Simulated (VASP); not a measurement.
Computed with revTPSS meta-GGA, VASP's PBE PAW potentials (set 64) (plane waves; VASP).

VASP input:

### INCAR
```
NELM = 100   ! most electronic steps
LMAXMIX = 4
ENCUT = 520
ISIF = 2   ! forces and stress, cell fixed
SYSTEM = InP
LREAL = .False.
LWAVE = .False.
ALGO = Normal   ! blocked Davidson
LCHARG = .False.
PREC = Accurate
LASPH = .True.
ISMEAR = 0   ! Gaussian
SIGMA = 0.05   ! width (eV)
LMIXTAU = .True.
METAGGA = RTPSS
EDIFF = 1E-7   ! SCF stop (eV)
```

KPOINTS:
```
Automatic
0
G
  8 8 8
0 0 0
```

### POSCAR
```
InP
1
    0.0000000000     2.9877740807     2.9877740807
    2.9877740807     0.0000000000     2.9877740807
    2.9877740807     2.9877740807     0.0000000000
In P
1 1
Direct
  0.0000000000   0.0000000000   0.0000000000
  0.2500000000   0.2500000000   0.2500000000
```

POTCAR, in this order: In_d P (PBE.64 set). Program: vasp_std.

Unless said otherwise, spin-orbit coupling is left out, though it shifts the bands of the heavy elements here.

### Question
Estimate the energy per atom (σ→0), pressure, band gap (on the k-mesh).

### Answer

The energy per atom (σ→0) comes out as 3.864 eV/atom, the band gap (on the k-mesh) is 0.51 eV and the pressure comes out as -1.76 GPa.

### OSZICAR
```
...
DAV:  15     0.772851024416E+01   -0.18542E-03   -0.10253E-04   834   0.119E-01    0.108E-02
DAV:  16     0.772851664623E+01    0.64021E-05   -0.15138E-05   844   0.421E-02    0.100E-02
DAV:  17     0.772850701239E+01   -0.96338E-05   -0.72223E-06   809   0.393E-02    0.501E-03
DAV:  18     0.772850569068E+01   -0.13217E-05   -0.25074E-06   814   0.193E-02    0.130E-03
DAV:  19     0.772850502378E+01   -0.66690E-06   -0.53521E-07   794   0.100E-02    0.160E-03
DAV:  20     0.772850470934E+01   -0.31444E-06   -0.10610E-07   617   0.439E-03    0.386E-04
DAV:  21     0.772850474028E+01    0.30942E-07   -0.17117E-08   422   0.250E-03
   1 F= 0.77285047E+01 E0= 0.77285047E+01  d E =-.429510E-13
```

The compound is InP in the zinc blende structure. This cell is one point of a volume scan, at 1.03 of the reference volume.
